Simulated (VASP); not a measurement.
The input files of a VASP run:

**POSCAR**
```
WSe2
1
    1.6354498790    -2.8326819619    -0.0000000000
    1.6354498790     2.8326819619    -0.0000000000
    0.0000000000    -0.0000000000    13.0183408277
W Se
2 4
Direct
  0.3333330000   0.6666670000   0.2500000000
  0.6666670000   0.3333330000   0.7500000000
  0.3333330000   0.6666670000   0.8789491109
  0.6666670000   0.3333330000   0.3789491109
  0.6666670000   0.3333330000   0.1210508891
  0.3333330000   0.6666670000   0.6210508891
```

KPOINTS:
```
Automatic
0
gamma
 7 7 2
0 0 0
```

INCAR:
```
ISMEAR=0
ISIF=3   ! ions, shape and volume
PREC=Accurate
NELM=100
NSW=60
ALGO=Normal
LWAVE=.FALSE.
LCHARG=.FALSE.
SYSTEM=WSe2
ENCUT=400
LASPH=.TRUE.
IBRION=2   ! conjugate gradients
LREAL=.FALSE.   ! projection in real space or not
SIGMA=0.05
LMAXMIX=6   ! l cut-off of mixed one-centre charges
GGA=PS
EDIFFG=-0.02   ! ionic stop
EDIFF=1E-6
```

POTCAR, in this order: W_sv Se (PBE.64 set). Program: vasp_std.

Translate this PBEsol calculation to Ansatz.

One equivalent input (not run):
Ansatz 0.2 input:
```yaml
crystal:
  lattice:
    - [1.6354499, -2.8326820, 0.0000000]
    - [1.6354499, 2.8326820, 0.0000000]
    - [0.0000000, 0.0000000, 13.0183408]
  atoms:
    - { symbol: W, position: [0.3333330, 0.6666670, 0.2500000] }
    - { symbol: W, position: [0.6666670, 0.3333330, 0.7500000] }
    - { symbol: Se, position: [0.3333330, 0.6666670, 0.8789491] }
    - { symbol: Se, position: [0.6666670, 0.3333330, 0.3789491] }
    - { symbol: Se, position: [0.6666670, 0.3333330, 0.1210509] }
    - { symbol: Se, position: [0.3333330, 0.6666670, 0.6210509] }
kpoints:
  mp_grid: { grid: [7, 7, 2] }
hamiltonian:
  xc: pbesol
  pseudopotentials: { kind: paw }
scf:
  occupations: { method: gaussian, width: 0.05 }
  max_iter: 100
relax:
  max_steps: 60
  f_tol: 0.02
  cell: {}
output: { forces: true, stress: true, eigenvalues: true }
```
What does not carry over: each code has its own PAW files, so the cut-off isn't converted (ENCUT is set for VASP's; basis.ecutwfc is left out, and Ansatz then takes the one that its files recommend); Ansatz stops its SCF on the density residual and VASP on the energy change (EDIFF).

The compound is WSe2 in the 2H layered structure. This run relaxes it. Symmetry was kept, so distortions that lower it aren't found. The start is the result of an earlier pass.
